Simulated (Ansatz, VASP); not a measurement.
# HfO2 in two plane-wave programs, part 3 of 3

One calculation is typed for both programs; each brings its own data sets. How far apart do they land? The cell is taken from a series of runs on this material, whose earlier steps may have relaxed, scaled, displaced or heated it; both programs get it as it stands.

VASP 6.6.1 and Ansatz 0.2.0.

So far: Set-up; VASP: zone-centre phonons, LDA, pair 1; Ansatz: zone-centre phonons, LDA, pair 1; Differences.

**5. VASP: zone-centre phonons, LDA, pair 2**

Level of this step: LDA; plane waves and PAW (O, Hf_pv) (VASP).

Second derivatives magnify differences that forces hide, and they need a tight electronic threshold. The cell compared in this pair holds 32.53 Å³, against 31.91 Å³ for the pair before.

Contents of INCAR:

```
SYSTEM = HfO2
PREC = Accurate
ENCUT = 600
EDIFF = 1E-08
NELM = 120
ISMEAR = 0
SIGMA = 0.01
LREAL = .FALSE.
ALGO = Normal
GGA = CA
NBANDS = 17
LASPH = .TRUE.
LORBIT = 11
LWAVE = .FALSE.
LCHARG = .FALSE.
ISIF = 2
IBRION = 8
LEPSILON = .TRUE.
GGA_COMPAT = .FALSE.
EFERMI = MIDGAP
KPAR = 2
```

Contents of POSCAR:

```
HfO2
1.0
    0.0000000000      2.5337761576      2.5337761576
    2.5337761576      0.0000000000      2.5337761576
    2.5337761576      2.5337761576      0.0000000000
O Hf
2 1
Direct
    0.2500000000      0.2500000000      0.2500000000
    0.7500000000      0.7500000000      0.7500000000
    0.0000000000      0.0000000000      0.0000000000
```

Contents of KPOINTS:

```
Automatic mesh
0
Gamma
8 8 8
0 0 0
```

The projector-augmented-wave data sets are O and Hf_pv (LDA family, release 64).

Started as:

```bash
> mpirun -np 2 vasp_std
```

Numbers of over 12 decimals in the logs are rounded to 6 here.

The program printed:

```text
[... set-up lines as in an earlier step ...]
 entering main loop
       N       E                     dE             d eps       ncg     rms          rms(c)
DAV:   1     0.930244740031E+02    0.93024E+02   -0.14094E+04   986   0.144E+03
DAV:   2    -0.347675467331E+02   -0.12779E+03   -0.12407E+03  1341   0.306E+02
DAV:   3    -0.386388086811E+02   -0.38713E+01   -0.38620E+01  1120   0.478E+01
DAV:   4    -0.386602670516E+02   -0.21458E-01   -0.21454E-01  1293   0.396E+00
[...]
DAV:  12    -0.330092750825E+02   -0.73736E-06   -0.83429E-06  1286   0.222E-02    0.240E-02
DAV:  13    -0.330092751203E+02   -0.37782E-07   -0.20757E-07  1230   0.414E-03    0.394E-03
DAV:  14    -0.330092751233E+02   -0.30789E-08   -0.57072E-09   849   0.758E-04
   1 F= -.33009275E+02 E0= -.33009275E+02  d E =0.000000E+00
 Linear response reoptimize wavefunctions to high precision
DAV:   1    -0.330092751236E+02   -0.25284E-09   -0.10066E-09   775   0.283E-04
DAV:   2    -0.330092751236E+02    0.11141E-10   -0.11781E-10   551   0.897E-05
 Linear response G [H, r] |phi>, progress :
  Direction:   1
[...]
RMM:  13    -0.361032479610E+00    0.53895E-09   -0.20281E-08  6254   0.111E-04    0.166E-05
 first order change of Fermi-energy   0.16511E-04
 force on displaced ion       1 direction 1 : -10.218   0.000   0.000
 Born effective charge ion    1 direction 1 :  -2.768   0.000   0.000
 Linear response progress:
  Degree of freedom:   2/  2
       N       E                     dE             d eps       ncg     rms          rms(c)
RMM:   1    -0.230754121337E+00   -0.23075E+00    0.21789E+00  2458   0.952E+00
RMM:   2    -0.224127392194E+00    0.66267E-02   -0.27666E-02  3022   0.113E+00    0.797E-01
RMM:   3    -0.223317750257E+00    0.80964E-03   -0.10028E-03  3650   0.151E-01    0.411E-01
RMM:   4    -0.222715451900E+00    0.60230E-03   -0.11409E-04  3981   0.593E-02    0.198E-01
[...]
RMM:  20    -0.222374896167E+00    0.15327E-10   -0.13566E-07  2882   0.119E-04    0.307E-06
RMM:  21    -0.222374896182E+00   -0.14695E-10   -0.13490E-07  2847   0.119E-04    0.359E-06
RMM:  22    -0.222374896246E+00   -0.63968E-10   -0.14068E-07  2853   0.119E-04    0.343E-06
 first order change of Fermi-energy   0.10955E-03
 force on displaced ion       3 direction 1 :  -4.105   0.000   0.000
 Born effective charge ion    3 direction 1 :   5.535   0.000   0.000
 Born effective charges drift removed
 Linear response finished
```

OUTCAR, selected parts (step 5):

```text
  Total       -2.7457020     -2.7457020     -2.7457020     -0.0000000      0.0000000     -0.0000000
  in kB     -135.2163619   -135.2163619   -135.2163619     -0.0000000      0.0000000     -0.0000000
  external PRESSURE =    -135.2163619 kB  Pullay stress =       0.0000000 kB

 POSITION                                       TOTAL-FORCE (eV/Angst)
 -----------------------------------------------------------------------------------
      1.26689      1.26689      1.26689        -0.000000     -0.000000     -0.000000
      3.80066      3.80066      3.80066         0.000000      0.000000      0.000000
      0.00000      0.00000      0.00000         0.000000     -0.000000      0.000000
 -----------------------------------------------------------------------------------
    total drift:                                0.000000     -0.000000      0.000000

 MACROSCOPIC STATIC DIELECTRIC TENSOR (including local field effects in DFT)
 ------------------------------------------------------
           5.365012     0.000000    -0.000000
          -0.000000     5.365012    -0.000000
          -0.000000     0.000000     5.365012
 ------------------------------------------------------

 MACROSCOPIC STATIC DIELECTRIC TENSOR IONIC CONTRIBUTION
 ------------------------------------------------------
          41.567004     0.000000    -0.000000
           0.000000    41.567004    -0.000000
          -0.000000    -0.000000    41.567004
 ------------------------------------------------------

[... 1 part as in an earlier step ...]

[... 1 further part left out ...]
```

**6. Ansatz: zone-centre phonons, LDA, pair 2**

The same cell, functional (in two slightly different forms) and mesh now go to Ansatz, which takes its cutoff from its data sets.

The cell is taken from a series of runs on this material, whose earlier steps may have relaxed, scaled, displaced or heated it; both programs get it as it stands.

Contents of input.yaml:

```yaml
crystal:
  lattice:
    - [0.0, 2.5337761576, 2.5337761576]
    - [2.5337761576, 0.0, 2.5337761576]
    - [2.5337761576, 2.5337761576, 0.0]
  atoms:
    - { symbol: O, position: [0.25, 0.25, 0.25] }
    - { symbol: O, position: [0.75, 0.75, 0.75] }
    - { symbol: Hf, position: [0.0, 0.0, 0.0] }
kpoints:
  mp_grid: { grid: [8, 8, 8] }
hamiltonian:
  xc: lda
  pseudopotentials: { kind: paw, azcp: { folder: soft_1 }, xc_functional: pbe }
scf:
  occupations: { method: fixed }
output:
  eigenvalues: true
phonons:
  method: dfpt
  dielectric: true
  rigid_motions: translations
```

Started as:

```bash
> ansatz run input.yaml --threads 4 --pin off --max-ram 10240MiB --backend cpu --events-out ev --progress --plain --runs-dir out
```

The program printed:

```text
[...]
Crystal: 3 atoms, lattice volume = 32.534 Å³
Basis set: ecut = 420 eV, 609 PW (Γ), exchange–correlation on 48×48×48 points (8 copies of the dense FFT grid, shifted against one another)
Bands: 23, of which v1, the nominal top of the filled ones, is band 19 counted from 1 (18 counted from 0)
Symmetry: 48 space group operations
k-points: 95 of 512 (irreducible under 4 space group operations, time reversal used)
[...]
optical modes at Γ + LO–TO along q̂ = [1.0000, 0.0000, 0.0000]:
      ω (cm⁻¹)  modes    IR ((D/Å)²/amu)
[...]
optical modes at Γ + LO–TO along q̂ = [0.0000, 1.0000, 0.0000]:
      ω (cm⁻¹)  modes    IR ((D/Å)²/amu)
[...]
602.11      1            26.3997
  optical modes at Γ + LO–TO along q̂ = [0.0000, 0.0000, 1.0000]:
      ω (cm⁻¹)  modes    IR ((D/Å)²/amu)
        206.73      2            52.7995
        561.82      3             0.0000
        602.11      1            26.3997
[key lines of the parts left out:]
SCF converged after 9 iterations
Free energy (F): -16593.579077 eV
Fermi energy:    14.452888 eV
```

**7. Comparison**

What differs besides the data sets and the points named for the pairs above, as far as they apply: the data sets hold 38 valence electrons in Ansatz (on its PAW soft_1 files) and 22 in VASP. Total energies have different zeros and are not compared.

Both answers:

```
                                     quantity  Ansatz   VASP  difference
                                        ε∞ xx    5.41   5.37     +0.87 %
                                        ε∞ yy    5.41   5.37     +0.87 %
                                        ε∞ zz    5.41   5.37     +0.87 %
 Born charge of O1 (mean of the diagonal) (e)   -2.79  -2.77       -0.02
Born charge of Hf3 (mean of the diagonal) (e)    5.57   5.54       +0.04
                   optical mode 1 to 3 (cm⁻¹)   206.7  202.5     +2.07 %
                   optical mode 4 to 6 (cm⁻¹)   561.8  559.1     +0.49 %
```

Modes are paired by rising frequency, not by their patterns, so a pair may set unlike modes beside each other; they are those without the splitting of longitudinal modes.

**8. VASP: zone-centre phonons, LDA, pair 3**

Second derivatives magnify differences that forces hide, and they need a tight electronic threshold. The cell compared in this pair holds 33.16 Å³, against 32.53 Å³ for the pair before.

INCAR is that of step 5.

Contents of POSCAR:

```
HfO2
1.0
    0.0000000000      2.5499152943      2.5499152943
    2.5499152943      0.0000000000      2.5499152943
    2.5499152943      2.5499152943      0.0000000000
O Hf
2 1
Direct
    0.2500000000      0.2500000000      0.2500000000
    0.7500000000      0.7500000000      0.7500000000
    0.0000000000      0.0000000000      0.0000000000
```

KPOINTS is that of step 5.

Started as:

```bash
> mpirun -np 2 vasp_std
```

The program printed:

```text
[... set-up lines as in an earlier step ...]
 entering main loop
       N       E                     dE             d eps       ncg     rms          rms(c)
DAV:   1     0.958797120951E+02    0.95880E+02   -0.13872E+04   994   0.144E+03
DAV:   2    -0.345359751838E+02   -0.13042E+03   -0.12417E+03  1342   0.312E+02
DAV:   3    -0.386112685123E+02   -0.40753E+01   -0.40658E+01  1147   0.491E+01
DAV:   4    -0.386337386672E+02   -0.22470E-01   -0.22467E-01  1277   0.409E+00
[...]
DAV:  12    -0.329499077536E+02   -0.10067E-05   -0.92714E-06  1289   0.232E-02    0.296E-02
DAV:  13    -0.329499077781E+02   -0.24529E-07   -0.21656E-07  1203   0.428E-03    0.467E-03
DAV:  14    -0.329499077815E+02   -0.34568E-08   -0.82332E-09   937   0.900E-04
   1 F= -.32949908E+02 E0= -.32949908E+02  d E =0.000000E+00
 Linear response reoptimize wavefunctions to high precision
DAV:   1    -0.329499077822E+02   -0.64051E-09   -0.72716E-10   826   0.243E-04
DAV:   2    -0.329499077822E+02    0.17735E-10   -0.98369E-11   547   0.776E-05
 Linear response G [H, r] |phi>, progress :
  Direction:   1
[...]
RMM:  20    -0.360905354176E+00    0.92691E-10   -0.17805E-07  3741   0.116E-04    0.667E-08
 first order change of Fermi-energy   0.18197E-04
 force on displaced ion       1 direction 1 :  -9.458  -0.000  -0.000
 Born effective charge ion    1 direction 1 :  -2.765   0.000   0.000
 Linear response progress:
  Degree of freedom:   2/  2
       N       E                     dE             d eps       ncg     rms          rms(c)
RMM:   1    -0.230851817518E+00   -0.23085E+00    0.21587E+00  2464   0.951E+00
RMM:   2    -0.224816768690E+00    0.60350E-02   -0.27496E-02  3023   0.113E+00    0.762E-01
RMM:   3    -0.223994052951E+00    0.82272E-03   -0.99652E-04  3650   0.151E-01    0.392E-01
RMM:   4    -0.223387307949E+00    0.60675E-03   -0.11488E-04  3994   0.597E-02    0.192E-01
[...]
RMM:  13    -0.223041997232E+00   -0.60093E-08   -0.28349E-07  4095   0.936E-05    0.114E-05
RMM:  14    -0.223042000171E+00   -0.29383E-08   -0.11662E-07  3506   0.883E-05    0.552E-06
RMM:  15    -0.223042003527E+00   -0.33561E-08    0.26268E-08  3253   0.860E-05    0.573E-06
 first order change of Fermi-energy   0.10840E-03
 force on displaced ion       3 direction 1 :  -3.226   0.000   0.000
 Born effective charge ion    3 direction 1 :   5.530   0.000   0.000
 Born effective charges drift removed
 Linear response finished
```

OUTCAR, selected parts (step 8):

```text
  Total       -3.6698177     -3.6698177     -3.6698177      0.0000000      0.0000000      0.0000000
  in kB     -177.3159554   -177.3159554   -177.3159554      0.0000000      0.0000000      0.0000000
  external PRESSURE =    -177.3159554 kB  Pullay stress =       0.0000000 kB

 POSITION                                       TOTAL-FORCE (eV/Angst)
 -----------------------------------------------------------------------------------
      1.27496      1.27496      1.27496         0.000000      0.000000     -0.000000
      3.82487      3.82487      3.82487        -0.000000     -0.000000      0.000000
      0.00000      0.00000      0.00000         0.000000      0.000000      0.000000
 -----------------------------------------------------------------------------------
    total drift:                                0.000000     -0.000000      0.000000

 MACROSCOPIC STATIC DIELECTRIC TENSOR (including local field effects in DFT)
 ------------------------------------------------------
           5.381352     0.000000    -0.000000
           0.000000     5.381352    -0.000000
          -0.000000     0.000000     5.381352
 ------------------------------------------------------

 MACROSCOPIC STATIC DIELECTRIC TENSOR IONIC CONTRIBUTION
 ------------------------------------------------------
          51.770040    -0.000000     0.000000
          -0.000000    51.770040     0.000000
           0.000000     0.000000    51.770040
 ------------------------------------------------------

[... 1 part as in an earlier step ...]

[... 1 further part left out ...]
```

**9. Ansatz: zone-centre phonons, LDA, pair 3**

The same cell, functional (in two slightly different forms) and mesh now go to Ansatz, which takes its cutoff from its data sets.

The cell is taken from a series of runs on this material, whose earlier steps may have relaxed, scaled, displaced or heated it; both programs get it as it stands.

Changes to input.yaml since step 6:

```diff
@@ -2,5 +2,5 @@
   lattice:
-    - [0.0, 2.5337761576, 2.5337761576]
-    - [2.5337761576, 0.0, 2.5337761576]
-    - [2.5337761576, 2.5337761576, 0.0]
+    - [0.0, 2.5499152943, 2.5499152943]
+    - [2.5499152943, 0.0, 2.5499152943]
+    - [2.5499152943, 2.5499152943, 0.0]
   atoms:
```

Started as:

```bash
> ansatz run input.yaml --threads 4 --pin off --max-ram 10240MiB --backend cpu --events-out ev --progress --plain --runs-dir out
```

The program printed:

```text
[...]
Crystal: 3 atoms, lattice volume = 33.159 Å³
Basis set: ecut = 420 eV, 645 PW (Γ), exchange–correlation on 50×50×50 points (8 copies of the dense FFT grid, shifted against one another)
Bands: 23, of which v1, the nominal top of the filled ones, is band 19 counted from 1 (18 counted from 0)
Symmetry: 48 space group operations
k-points: 95 of 512 (irreducible under 4 space group operations, time reversal used)
[...]
optical modes at Γ + LO–TO along q̂ = [1.0000, 0.0000, 0.0000]:
      ω (cm⁻¹)  modes    IR ((D/Å)²/amu)
[...]
optical modes at Γ + LO–TO along q̂ = [0.0000, 1.0000, 0.0000]:
      ω (cm⁻¹)  modes    IR ((D/Å)²/amu)
[...]
588.70      1            26.3328
  optical modes at Γ + LO–TO along q̂ = [0.0000, 0.0000, 1.0000]:
      ω (cm⁻¹)  modes    IR ((D/Å)²/amu)
        185.22      2            52.6656
        545.53      3             0.0000
        588.70      1            26.3328
[key lines of the parts left out:]
SCF converged after 9 iterations
Free energy (F): -16593.530654 eV
Fermi energy:    14.089830 eV
```

**10. Differences**

What differs besides the data sets and the points named for the pairs above, as far as they apply: the data sets hold 38 valence electrons in Ansatz (on its PAW soft_1 files) and 22 in VASP. Total energies have different zeros and are not compared.

Compared:

```
                                     quantity  Ansatz   VASP  difference
                                        ε∞ xx    5.42   5.38     +0.80 %
                                        ε∞ yy    5.42   5.38     +0.80 %
                                        ε∞ zz    5.42   5.38     +0.80 %
 Born charge of O1 (mean of the diagonal) (e)   -2.78  -2.77       -0.02
Born charge of Hf3 (mean of the diagonal) (e)    5.57   5.53       +0.03
                   optical mode 1 to 3 (cm⁻¹)   185.2  179.7     +3.09 %
                   optical mode 4 to 6 (cm⁻¹)   545.5  542.3     +0.59 %
```

Modes are paired by rising frequency, not by their patterns, so a pair may set unlike modes beside each other; they are those without the splitting of longitudinal modes.

**11. Results**

| Item | Value |
| --- | --- |
| r.m.s. difference of the optical zone-centre modes, each program's sorted by frequency (zone-centre phonons, LDA, pair 1) | 3.1 cm⁻¹ |
| difference in optical mode 1 to 3 (zone-centre phonons, LDA, pair 1) | +1.5 % |
| r.m.s. difference of the optical zone-centre modes, each program's sorted by frequency (zone-centre phonons, LDA, pair 2) | 3.5 cm⁻¹ |
| difference in optical mode 1 to 3 (zone-centre phonons, LDA, pair 2) | +2.1 % |
| r.m.s. difference of the optical zone-centre modes, each program's sorted by frequency (zone-centre phonons, LDA, pair 3) | 4.5 cm⁻¹ |
| difference in optical mode 1 to 3 (zone-centre phonons, LDA, pair 3) | +3.1 % |

In words: The r.m.s. difference of the optical zone-centre modes, each program's sorted by frequency is 3.1 cm⁻¹ (zone-centre phonons, LDA, pair 1). The data sets hold unlike numbers of valence electrons (38 in Ansatz and 22 in VASP), so part of the differences comes from the potentials. Among the rows given in per cent, the largest difference of the zone-centre phonons, LDA, pair 1 pair is in optical mode 1 to 3, +1.5 %. Among the rows given in per cent, the largest difference of the zone-centre phonons, LDA, pair 2 pair is in optical mode 1 to 3, +2.1 %. Among the rows given in per cent, the largest difference of the zone-centre phonons, LDA, pair 3 pair is in optical mode 1 to 3, +3.1 %. Such differences can come from data sets, numerical settings and the points named under the comparisons, not from the functional's error against experiment.

[Lines on the potential files, build, host, timing and source positions are cut from VASP's logs without a mark.]

[Logs are printed without paths, hosts, clocks, repeated set-up lines and the standing remarks that a program may print on its own settings, such as how far it seeks lower states.]

[Hosts, paths, dates, database ids (printed as entryN), source tags and the programs' standing remarks are cut or masked in the printed files.]
